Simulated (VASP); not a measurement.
Method: PBE GGA, VASP's PBE PAW potentials (set 64) (plane waves; VASP).

VASP ran on this input.

File POSCAR:
```
PbF2
1
    0.0000000000     3.0294000000     3.0294000000
    3.0294000000     0.0000000000     3.0294000000
    3.0294000000     3.0294000000     0.0000000000
Pb F
1 2
Direct
  0.0000000000   0.0000000000   0.0000000000
  0.2500000000   0.2500000000   0.2500000000
  0.7500000000   0.7500000000   0.7500000000
```

### KPOINTS
```
Automatic mesh
0
Gamma
5 5 5
0 0 0
```

**INCAR**
```
PREC  =  Accurate
ISIF  =  2
GGA  =  PE   ! PBE
SYSTEM  =  PbF2
NELM  =  100   ! most electronic steps
LCHARG  =  .FALSE.
ISMEAR  =  0
LREAL  =  .FALSE.   ! projection in real space or not
LMAXMIX  =  4   ! l cut-off of mixed one-centre charges
ENCUT  =  520
SIGMA  =  0.05
EDIFF  =  1E-6   ! SCF stop (eV)
LWAVE  =  .FALSE.
ALGO  =  Normal
LASPH  =  .TRUE.   ! aspherical one-centre terms
```

POTCAR, in this order: Pb_d F (PBE.64 set). Program: vasp_std.

Output of the run:

OSZICAR:
```
       N       E                     dE             d eps       ncg     rms          rms(c)
DAV:   1     0.316443001162E+03    0.31644E+03   -0.15031E+04   360   0.174E+03
DAV:   2     0.102261243265E+02   -0.30622E+03   -0.29634E+03   426   0.461E+02
DAV:   3    -0.155847135755E+02   -0.25811E+02   -0.25594E+02   410   0.148E+02
DAV:   4    -0.163908997039E+02   -0.80619E+00   -0.80469E+00   396   0.291E+01
DAV:   5    -0.164205523213E+02   -0.29653E-01   -0.29651E-01   390   0.546E+00    0.813E+00
DAV:   6    -0.143641416304E+02    0.20564E+01   -0.11039E+01   466   0.270E+01    0.286E+00
DAV:   7    -0.143517736768E+02    0.12368E-01   -0.51100E-01   362   0.478E+00    0.161E+00
DAV:   8    -0.143438067176E+02    0.79670E-02   -0.11468E-01   364   0.398E+00    0.500E-01
DAV:   9    -0.143414551194E+02    0.23516E-02   -0.22706E-02   400   0.111E+00    0.107E-01
DAV:  10    -0.143426604761E+02   -0.12054E-02   -0.21707E-03   364   0.563E-01    0.372E-02
DAV:  11    -0.143426203937E+02    0.40082E-04   -0.18156E-04   378   0.157E-01    0.188E-02
DAV:  12    -0.143426300593E+02   -0.96656E-05   -0.10897E-04   412   0.112E-01    0.136E-02
DAV:  13    -0.143426276800E+02    0.23792E-05   -0.38104E-05   400   0.640E-02    0.485E-03
DAV:  14    -0.143426274289E+02    0.25116E-06   -0.27404E-06   316   0.121E-02
   1 F= -.14342627E+02 E0= -.14342627E+02  d E =-.603211E-21
```

OUTCAR:
```
------------------------ aborting loop because EDIFF is reached ----------------------------------------
  FORCE on cell =-STRESS in cart. coord.  units (eV):
  Direction    XX          YY          ZZ          XY          YZ          ZX
  --------------------------------------------------------------------------------------
  Total       -0.6932573     -0.6932573     -0.6932573      0.0000000      0.0000000      0.0000000
  in kB      -19.9758468    -19.9758468    -19.9758468      0.0000000      0.0000000      0.0000000
  external PRESSURE =     -19.9758468 kB  Pullay stress =       0.0000000 kB
  volume of cell :       55.60
      direct lattice vectors                 reciprocal lattice vectors
     0.000000000  3.029400000  3.029400000    -0.165049185  0.165049185  0.165049185
     3.029400000  0.000000000  3.029400000     0.165049185 -0.165049185  0.165049185
     3.029400000  3.029400000  0.000000000     0.165049185  0.165049185 -0.165049185
 POSITION                                       TOTAL-FORCE (eV/Angst)
 -----------------------------------------------------------------------------------
      0.00000      0.00000      0.00000         0.000000     -0.000000     -0.000000
      1.51470      1.51470      1.51470        -0.000000     -0.000000     -0.000000
      4.54410      4.54410      4.54410         0.000000      0.000000      0.000000
 -----------------------------------------------------------------------------------
    total drift:                                0.000000     -0.000000      0.000000
  FREE ENERGIE OF THE ION-ELECTRON SYSTEM (eV)
  ---------------------------------------------------
  free  energy   TOTEN  =       -14.3426274289 eV

  energy  without entropy=      -14.3426274289  energy(sigma->0) =      -14.34262743
```
(Selected blocks of OUTCAR.)

The compound is PbF2 in the fluorite structure, the β form. The cell was not relaxed at this level.
